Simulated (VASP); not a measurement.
Crystal: Si3P4.

```xyz
7
Lattice="3.5006 -4.8630 0.0000 3.5006 4.8630 0.0000 0.0000 0.0000 3.5011" Properties=species:S:1:pos:R:3 pbc="T T T"
Si    1.7503   -2.4315    1.7505
Si    1.7503    2.4315    1.7505
Si    0.0000    0.0000    0.0000
P     1.7722    0.0000    1.7505
P     5.2291    0.0000    1.7505
P     3.5006   -2.3334    0.0000
P     3.5006    2.3334    0.0000
```

The cell was built by a generator and needn't be a form met in nature.

```yaml
Program: VASP 6.6.1
Task: relaxation of cell and atoms
Functional: PBE
Potentials_or_basis: VASP PAW PBE potentials, release 64 (Si, P)
Cutoff: 520 eV
k_mesh: 3 × 3 × 4
Occupations: gaussian, width 0.15 eV
Spin: no spin polarisation
```

At the start: pressure -4.4 GPa; volume 17.03 Å³/atom.

Question: Where does the relaxation end?

Answer: Over 21 steps the energy falls by 52.8 meV/atom and the volume is 16.45 Å³/atom (-3.4 %); space group Cmmm (No. 65, to 0.05 Å).

Step by step:
```
step  energy change (eV)  largest force (eV/Å)  pressure (GPa)  volume (Å³)
   1              0.0000                0.7178           -4.37       119.20
   2             -0.1533                0.3807            2.97       111.35
   3             -0.1569                0.4252            1.98       112.32
   4             -0.2569                0.3415            1.60       112.94
   5             -0.2806                0.2773            1.57       113.21
   6             -0.3038                0.2902            1.52       113.70
   7             -0.3205                0.2201           -1.77       117.06
   8             -0.3275                0.2034           -0.73       115.87
   9             -0.3357                0.0972           -0.03       115.13
  10             -0.3357                0.1001           -0.03       115.13
  11             -0.3397                0.1017            0.22       114.91
  12             -0.3440                0.1570            0.74       114.46
  13             -0.3467                0.1440            0.58       114.70
  14             -0.3527                0.1202           -0.16       115.42
  15             -0.3549                0.1013           -1.48       116.85
  16             -0.3557                0.0998           -1.01       116.26
  17             -0.3572                0.0787           -0.99       116.29
  18             -0.3611                0.0743           -1.10       116.37
  19             -0.3637                0.0611           -1.33       116.53
  20             -0.3683                0.0442           -0.76       115.84
  21             -0.3696                0.0289           -0.15       115.16
```

Final structure:
```
CELL_PARAMETERS angstrom
3.26693 -5.00495 0.00000
3.26693 5.00495 0.00000
0.00000 0.00000 3.52156
ATOMIC_POSITIONS crystal
Si 0.50000 0.00000 0.50000
Si 0.00000 0.50000 0.50000
Si 0.00000 0.00000 0.00000
P 0.26074 0.26074 0.50000
P 0.73926 0.73926 0.50000
P 0.76469 0.23531 0.00000
P 0.23531 0.76469 0.00000
```

Caveat: the k mesh is coarse (spacing up to 0.45 Å⁻¹), so the values aren't converged.
